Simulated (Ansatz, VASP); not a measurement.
# Cross-check of GaN between VASP and Ansatz, part 3 of 3

Wanted: the spread between two codes on one cell, functional and k mesh. The cell is taken from a series of runs on this material, whose earlier steps may have relaxed, scaled, displaced or heated it; both programs get it as it stands.

VASP 6.6.1 and Ansatz 0.2.0.

So far: The structure; Ansatz: zone-centre phonons, LDA; VASP: zone-centre phonons, LDA.

### 3. VASP: zone-centre phonons, LDA (continued)

Level of this step: LDA; plane waves and PAW (N, Ga_d) (VASP).

Numbers of over 12 decimals in the logs are rounded to 6 here.

OUTCAR, selected parts (step 3):

```text
ion  position               nearest neighbor table
   1  0.333  0.667  0.375-   4 1.87   4 1.87   4 1.87   3 1.88
   2  0.667  0.333  0.875-   3 1.87   3 1.87   3 1.87   4 1.88
   3  0.333  0.667  1.000-   2 1.87   2 1.87   2 1.87   1 1.88
   4  0.667  0.333  0.500-   1 1.87   1 1.87   1 1.87   2 1.88

  LATTYP: Found a hexagonal cell.
 ALAT       =     3.0645088583
 C/A-ratio  =     1.6315514924

 Subroutine GETGRP returns: Found 12 space group operations
 (whereof  6 operations were pure point group operations)

The static configuration has the point symmetry C_3v.
 The point group associated with its full space group is C_6v.

 Found    135 irreducible k-points:

   k-points           NKPTS =    135   k-points in BZ     NKDIM =    135   number of bands    NBANDS=     24

   dimension x,y,z NGX =    24 NGY =   24 NGZ =   40
   dimension x,y,z NGXF=    48 NGYF=   48 NGZF=   80

   ENCUT  =  600.0 eV  44.10 Ry    6.64 a.u.   6.12  6.12  9.99*2*pi/ulx,y,z

   NELECT =      36.0000    total number of electrons

 k-points in reciprocal lattice and weights: Automatic mesh
   0.00000000  0.00000000  0.00000000       0.001
   0.06666667  0.00000000  0.00000000       0.003
   0.13333333  0.00000000  0.00000000       0.003
   0.20000000 -0.00000000  0.00000000       0.003
   0.26666667  0.00000000  0.00000000       0.003
   0.33333333  0.00000000  0.00000000       0.003
   0.40000000  0.00000000  0.00000000       0.003
   0.46666667  0.00000000  0.00000000       0.003
   0.06666667  0.06666667  0.00000000       0.003
[...]
-1.532254429  2.653942521  0.000000000     0.000000000  0.376797912  0.000000000
     0.000000000  0.000000000  4.999904001     0.000000000  0.000000000  0.200003840

 POSITION                                       TOTAL-FORCE (eV/Angst)
 -----------------------------------------------------------------------------------
      0.00000      1.76930      1.87740         0.000000      0.000000     -0.001196
      1.53225      0.88465      4.37735        -0.000000     -0.000000     -0.001196
      0.00000      1.76930      4.99747        -0.000000     -0.000000      0.001196
      1.53225      0.88465      2.49752         0.000000      0.000000      0.001196
 -----------------------------------------------------------------------------------
    total drift:                                0.000000      0.000000     -0.000190

 MACROSCOPIC STATIC DIELECTRIC TENSOR (including local field effects in DFT)
 ------------------------------------------------------
           5.227796     0.000000     0.000000
           0.000000     5.227796     0.000000
           0.000000     0.000000     5.391800
 ------------------------------------------------------

 PIEZOELECTRIC TENSOR (including local field effects)  for field in x, y, z        (C/m^2)
          XX          YY          ZZ          XY          YZ          ZX
  --------------------------------------------------------------------------------
  x     0.00000    -0.00000     0.00000    -0.00000     0.00000     0.55615
  y     0.00000     0.00000    -0.00000     0.00000     0.55615     0.00000
  z     0.48239     0.48239    -0.98657     0.00000     0.00000    -0.00000

 BORN EFFECTIVE CHARGES (including local field effects) (in |e|, cummulative output)
 ---------------------------------------------------------------------------------
 ion    1
    1    -2.54111    -0.00000     0.00000
    2    -0.00000    -2.54111    -0.00000
    3    -0.00000    -0.00000    -2.67044
 ion    2
    1    -2.54111    -0.00000     0.00000
    2    -0.00000    -2.54111     0.00000
    3     0.00000     0.00000    -2.67044
 ion    3
    1     2.54111     0.00000     0.00000
    2     0.00000     2.54111     0.00000
    3     0.00000     0.00000     2.67044
 ion    4
    1     2.54111     0.00000     0.00000
    2     0.00000     2.54111    -0.00000
    3    -0.00000    -0.00000     2.67044

 Eigenvectors and eigenvalues of the dynamical matrix
 ----------------------------------------------------

   1 f  =   23.456240 THz   147.379900 2PiTHz  782.415933 cm-1    97.007169 meV
             X         Y         Z           dx          dy          dz
      0.000000  1.769295  1.877397    -0.000000    0.000000   -0.703327
      1.532254  0.884648  4.377349     0.000000   -0.000000    0.703327
      0.000000  1.769295  4.997471    -0.000000    0.000000    0.073017
      1.532254  0.884648  2.497519     0.000000   -0.000000   -0.073017

   2 f  =   19.562677 THz   122.915924 2PiTHz  652.540662 cm-1    80.904694 meV
             X         Y         Z           dx          dy          dz
      0.000000  1.769295  1.877397     0.509388    0.415580   -0.000000
      1.532254  0.884648  4.377349    -0.509388   -0.415580   -0.000000
      0.000000  1.769295  4.997471     0.201783    0.164623   -0.000000
      1.532254  0.884648  2.497519    -0.201783   -0.164623   -0.000000

   3 f  =   19.562677 THz   122.915924 2PiTHz  652.540662 cm-1    80.904694 meV
             X         Y         Z           dx          dy          dz
      0.000000  1.769295  1.877397     0.415580   -0.509388   -0.000000
      1.532254  0.884648  4.377349    -0.415580    0.509388    0.000000
      0.000000  1.769295  4.997471     0.164623   -0.201783    0.000000
      1.532254  0.884648  2.497519    -0.164623    0.201783   -0.000000

   4 f  =   19.099776 THz   120.007432 2PiTHz  637.099948 cm-1    78.990291 meV
             X         Y         Z           dx          dy          dz
      0.000000  1.769295  1.877397    -0.499996   -0.407924   -0.000000
      1.532254  0.884648  4.377349    -0.499996   -0.407924   -0.000000
      0.000000  1.769295  4.997471     0.224037    0.182782    0.000000
      1.532254  0.884648  2.497519     0.224037    0.182782    0.000000

   5 f  =   19.099776 THz   120.007432 2PiTHz  637.099948 cm-1    78.990291 meV
             X         Y         Z           dx          dy          dz
      0.000000  1.769295  1.877397     0.407924   -0.499996    0.000000
      1.532254  0.884648  4.377349     0.407924   -0.499996    0.000000
      0.000000  1.769295  4.997471    -0.182782    0.224037   -0.000000
      1.532254  0.884648  2.497519    -0.182782    0.224037   -0.000000

   6 f  =   18.516456 THz   116.342321 2PiTHz  617.642474 cm-1    76.577872 meV
             X         Y         Z           dx          dy          dz
      0.000000  1.769295  1.877397     0.000000   -0.000000   -0.645342
      1.532254  0.884648  4.377349     0.000000   -0.000000   -0.645342
      0.000000  1.769295  4.997471    -0.000000    0.000000    0.289021
      1.532254  0.884648  2.497519    -0.000000    0.000000    0.289021

   7 f  =   11.009763 THz    69.176380 2PiTHz  367.246160 cm-1    45.532700 meV
             X         Y         Z           dx          dy          dz
      0.000000  1.769295  1.877397     0.000000   -0.000000    0.073017
      1.532254  0.884648  4.377349     0.000000   -0.000000   -0.073017
      0.000000  1.769295  4.997471    -0.000000    0.000000    0.703327
      1.532254  0.884648  2.497519     0.000000   -0.000000   -0.703327

   8 f  =    3.941704 THz    24.766456 2PiTHz  131.481087 cm-1    16.301570 meV
             X         Y         Z           dx          dy          dz
      0.000000  1.769295  1.877397    -0.201783   -0.164624   -0.000000
      1.532254  0.884648  4.377349     0.201783    0.164624   -0.000000
      0.000000  1.769295  4.997471     0.509387    0.415581   -0.000000
      1.532254  0.884648  2.497519    -0.509387   -0.415581   -0.000000

   9 f  =    3.941704 THz    24.766456 2PiTHz  131.481087 cm-1    16.301570 meV
             X         Y         Z           dx          dy          dz
      0.000000  1.769295  1.877397     0.164624   -0.201783    0.000000
      1.532254  0.884648  4.377349    -0.164624    0.201783    0.000000
      0.000000  1.769295  4.997471    -0.415581    0.509387   -0.000000
      1.532254  0.884648  2.497519     0.415581   -0.509387    0.000000

  10 f/i=    0.000622 THz     0.003908 2PiTHz    0.020747 cm-1     0.002572 meV
             X         Y         Z           dx          dy          dz
      0.000000  1.769295  1.877397     0.286972    0.035337    0.000000
      1.532254  0.884648  4.377349     0.286972    0.035337    0.000000
      0.000000  1.769295  4.997471     0.640452    0.078864    0.000000
      1.532254  0.884648  2.497519     0.640452    0.078864    0.000000

  11 f/i=    0.000622 THz     0.003908 2PiTHz    0.020747 cm-1     0.002572 meV
             X         Y         Z           dx          dy          dz
      0.000000  1.769295  1.877397     0.035337   -0.286972   -0.000000
      1.532254  0.884648  4.377349     0.035337   -0.286972   -0.000000
      0.000000  1.769295  4.997471     0.078864   -0.640452   -0.000000
      1.532254  0.884648  2.497519     0.078864   -0.640452   -0.000000

  12 f/i=    0.004015 THz     0.025227 2PiTHz    0.133929 cm-1     0.016605 meV
             X         Y         Z           dx          dy          dz
      0.000000  1.769295  1.877397    -0.000000   -0.000000    0.289021
      1.532254  0.884648  4.377349    -0.000000   -0.000000    0.289021
      0.000000  1.769295  4.997471    -0.000000   -0.000000    0.645342
      1.532254  0.884648  2.497519    -0.000000   -0.000000    0.645342

 MACROSCOPIC STATIC DIELECTRIC TENSOR IONIC CONTRIBUTION
 ------------------------------------------------------
           3.302272     0.000000    -0.000000
           0.000000     3.302272     0.000000
          -0.000000     0.000000     3.881649
 ------------------------------------------------------

 ELASTIC MODULI CONTR FROM IONIC RELAXATION (kBar)
 Direction    XX          YY          ZZ          XY          YZ          ZX
 --------------------------------------------------------------------------------
 XX       -1303.2432    515.2116    751.1657     -0.0000     -0.0000      0.0000
 YY         515.2116  -1303.2432    751.1657     -0.0000      0.0000     -0.0000
 ZZ         751.1657    751.1657  -1432.0491      0.0000      0.0000     -0.0000
 XY          -0.0000     -0.0000      0.0000   -909.2274      0.0000      0.0000
 YZ          -0.0000      0.0000      0.0000      0.0000   -347.6298     -0.0000
 ZX           0.0000     -0.0000     -0.0000      0.0000     -0.0000   -371.1694
 --------------------------------------------------------------------------------

 PIEZOELECTRIC TENSOR IONIC CONTR  for field in x, y, z        (C/m^2)
          XX          YY          ZZ          XY          YZ          ZX
  --------------------------------------------------------------------------------
  x     0.00000    -0.00000    -0.00000     0.00000    -0.00000    -1.04175
  y    -0.00000     0.00000     0.00000    -0.00000    -1.00818    -0.00000
  z    -1.16369    -1.16369     2.21850    -0.00000    -0.00000     0.00000
```

### 4. Differences

Known differences besides the potentials themselves: fixed occupations in Ansatz, narrow Gaussian smearing in VASP; VASP's response is taken on the typed mesh, Ansatz refines its own for the field response alone; the cutoff is 420 eV in Ansatz and 600 eV in VASP; VASP's log shows a relativistic correction to its local exchange, Ansatz's none; VASP's log repeats an internal error in its field response. Total energies have different zeros and are not compared.

Compared:

```
                                     quantity  Ansatz   VASP  difference
                                        ε∞ xx    5.29   5.23     +1.17 %
                                        ε∞ yy    5.29   5.23     +1.17 %
                                        ε∞ zz    5.46   5.39     +1.18 %
 Born charge of N1 (mean of the diagonal) (e)   -2.59  -2.58       -0.01
Born charge of Ga3 (mean of the diagonal) (e)    2.59   2.58       +0.01
                   optical mode 1 to 2 (cm⁻¹)   132.5  131.5     +0.77 %
                        optical mode 3 (cm⁻¹)   364.4  367.2     -0.77 %
                        optical mode 4 (cm⁻¹)   613.0  617.6     -0.75 %
                   optical mode 5 to 6 (cm⁻¹)   632.4  637.1     -0.75 %
                   optical mode 7 to 8 (cm⁻¹)   647.8  652.5     -0.73 %
                        optical mode 9 (cm⁻¹)   778.2  782.4     -0.54 %
```

Modes are paired by rising frequency, not by their patterns, so a pair may set unlike modes beside each other; they are those without the splitting of longitudinal modes.

### 5. Results

```
r.m.s. difference of the optical zone-centre modes, each program's sorted by frequency (zone-centre phonons, LDA) : 3.9 cm⁻¹
difference in ε∞ zz (zone-centre phonons, LDA)                                                                    : +1.2 %
```

**Reading.** The r.m.s. difference of the optical zone-centre modes, each program's sorted by frequency is 3.9 cm⁻¹ (zone-centre phonons, LDA). Among the rows given in per cent, the largest difference of the zone-centre phonons, LDA pair is in ε∞ zz, +1.2 %. How closely two codes agree says nothing of how well the functional describes the real material.

[Lines on the potential files, build, host, timing and source positions are cut from VASP's logs without a mark.]

[Logs are printed without paths, hosts, clocks, repeated set-up lines and the standing remarks that a program may print on its own settings, such as how far it seeks lower states.]

[Hosts, paths, dates, database ids (printed as entryN), source tags and the programs' standing remarks are cut or masked in the printed files.]
